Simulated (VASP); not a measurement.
All values below come from PBE GGA, VASP's PBE PAW potentials (set 64) (plane waves; VASP 6.6.1).

Input for VASP

POSCAR:
```
PbF2
1
    0.0000000000     2.9970633668     2.9970633668
    2.9970633668     0.0000000000     2.9970633668
    2.9970633668     2.9970633668     0.0000000000
Pb F
1 2
Direct
  0.0000000000   1.0000000000   0.0000000000
  0.2500000000   0.2500000000   0.2500000000
  0.7500000000   0.7500000000   0.7500000000
```

### INCAR
```
SYSTEM = PbF2
LCHARG = .FALSE.
LMAXMIX = 4   # l cut-off of mixed one-centre charges
LWAVE = .FALSE.
LREAL = .FALSE.   # projection in real space or not
ICHARG = 11   # fixed density
ISMEAR = 0   # Gaussian
NELM = 100
PREC = Accurate
EDIFF = 1E-7
LORBIT = 11   # lm-projected
LASPH = .TRUE.   # aspherical one-centre terms
SIGMA = 0.05   # width (eV)
ALGO = Normal   # blocked Davidson
ENCUT = 520   # plane-wave cut-off (eV)
GGA = PE   # PBE
```

File KPOINTS:
```
k-points along high-symmetry lines
15
Line-mode
Reciprocal
  0.000000   0.000000   0.000000 ! GAMMA
  0.500000   0.000000   0.500000 ! X

  0.500000   0.000000   0.500000 ! X
  0.625000   0.250000   0.625000 ! U

  0.375000   0.375000   0.750000 ! K
  0.000000   0.000000   0.000000 ! GAMMA

  0.000000   0.000000   0.000000 ! GAMMA
  0.500000   0.500000   0.500000 ! L

  0.500000   0.500000   0.500000 ! L
  0.500000   0.250000   0.750000 ! W

  0.500000   0.250000   0.750000 ! W
  0.500000   0.000000   0.500000 ! X
```

POTCAR, in this order: Pb_d F (PBE.64 set). Program: vasp_std. Read from the step before: CHGCAR.

Output of the run:

File OUTCAR:
```
 ion  position               nearest neighbor table
   1  0.000  0.000  0.000-   2 2.60   3 2.60   3 2.60   3 2.60   3 2.60   2 2.60   2 2.60   2 2.60
  LATTYP: Found a face centered cubic cell.
 ALAT       =     5.9941267336
 Subroutine PRICEL returns:
 Original cell was already a primitive cell.
 Subroutine GETGRP returns: Found 48 space group operations
The static configuration has the point symmetry O_h .
The dynamic configuration has the point symmetry O_h .
 Subroutine INISYM returns: Found 48 space group operations
   k-points           NKPTS =     90   k-points in BZ     NKDIM =     90   number of bands    NBANDS=     18
   number of dos      NEDOS =    301   number of ions     NIONS =      3
   total plane-waves  NPLWV =  32768
   dimension x,y,z NGX =    32 NGY =   32 NGZ =   32
   dimension x,y,z NGXF=    64 NGYF=   64 NGZF=   64
   ions per type =               1   2
   PREC   = accura    normal or accurate (medium, high low for compatibility)
   ISTART =      0    job   : 0-new  1-cont  2-samecut
   ICHARG =     11    charge: 1-file 2-atom 10-const
   ISPIN  =      1    spin polarized calculation?
   LNONCOLLINEAR =      F non collinear calculations
   LSORBIT =      F    spin-orbit coupling
   INIWAV =      1    electr: 0-lowe 1-rand  2-diag
   ENCUT  =  520.0 eV  38.22 Ry    6.18 a.u.   7.88  7.88  7.88*2*pi/ulx,y,z
   NELM   =    100;   NELMIN=  2; NELMDL= -5     # of ELM steps
...
```

OSZICAR:
```
       N       E                     dE             d eps       ncg     rms          rms(c)
DAV:   1     0.295106278420E+03    0.29511E+03   -0.14954E+04  3268   0.177E+03
DAV:   2     0.134354929328E+02   -0.28167E+03   -0.27179E+03  3738   0.449E+02
DAV:   3    -0.133077193102E+02   -0.26743E+02   -0.26025E+02  3788   0.149E+02
DAV:   4    -0.141948779816E+02   -0.88716E+00   -0.88570E+00  3486   0.286E+01
DAV:   5    -0.142233794841E+02   -0.28502E-01   -0.28498E-01  3764   0.518E+00
DAV:   6    -0.142248325340E+02   -0.14530E-02   -0.14530E-02  3950   0.110E+00
DAV:   7    -0.142248943173E+02   -0.61783E-04   -0.61783E-04  4032   0.180E-01
DAV:   8    -0.142248966215E+02   -0.23042E-05   -0.23042E-05  3792   0.283E-02
DAV:   9    -0.142248966519E+02   -0.30454E-07   -0.30443E-07  2240   0.290E-03
   1 F= -.14224897E+02 E0= -.14224897E+02  d E =-.397231E-18
```

File OUTCAR:
```
 val. band max:        1.4836098372   @ k =   0.5000   0.2500   0.7500

 cond. band min:       5.9022996453   @ k =   0.5000   0.0000   0.5000



 k-point     1 :       0.0000    0.0000    0.0000
  band No.  band energies     occupation
      1     -19.3457      2.00000
      2     -18.7827      2.00000
      3     -12.9202      2.00000
      4     -12.9202      2.00000
      5     -12.9202      2.00000
      6     -12.8770      2.00000
      7     -12.8770      2.00000
      8      -3.1553      2.00000
      9      -0.7756      2.00000
     10      -0.7756      2.00000
     11      -0.7756      2.00000
     12      -0.2878      2.00000
     13      -0.2878      2.00000
     14      -0.2878      2.00000
     15       8.2209      0.00000
     16       8.2209      0.00000
     17       8.2209      0.00000
     18      12.0354      0.00000

 k-point     2 :       0.0357    0.0000    0.0357
  band No.  band energies     occupation
      1     -19.3426      2.00000
      2     -18.7854      2.00000
      3     -12.9192      2.00000
      4     -12.9192      2.00000
      5     -12.9175      2.00000
      6     -12.8773      2.00000
      7     -12.8767      2.00000
      8      -3.1828      2.00000
      9      -0.7944      2.00000
     10      -0.7944      2.00000
     11      -0.7654      2.00000
     12      -0.2782      2.00000
     13      -0.2782      2.00000
     14      -0.2615      2.00000
     15       8.1446      0.00000
     16       8.2363      0.00000
     17       8.2363      0.00000
     18      12.1503      0.00000

 k-point     3 :       0.0714    0.0000    0.0714
  band No.  band energies     occupation
      1     -19.3336      2.00000
      2     -18.7932      2.00000
      3     -12.9165      2.00000
      4     -12.9165      2.00000
      5     -12.9096      2.00000
      6     -12.8783      2.00000
      7     -12.8759      2.00000
      8      -3.2614      2.00000
      9      -0.8468      2.00000
     10      -0.8468      2.00000
...
```

The density is held fixed in this step, so its total energy and stress have no physical meaning. Unless said otherwise, spin-orbit coupling is left out, though it shifts the bands of the heavy elements here.

The compound is PbF2 in the fluorite structure, the β form. It was relaxed first.
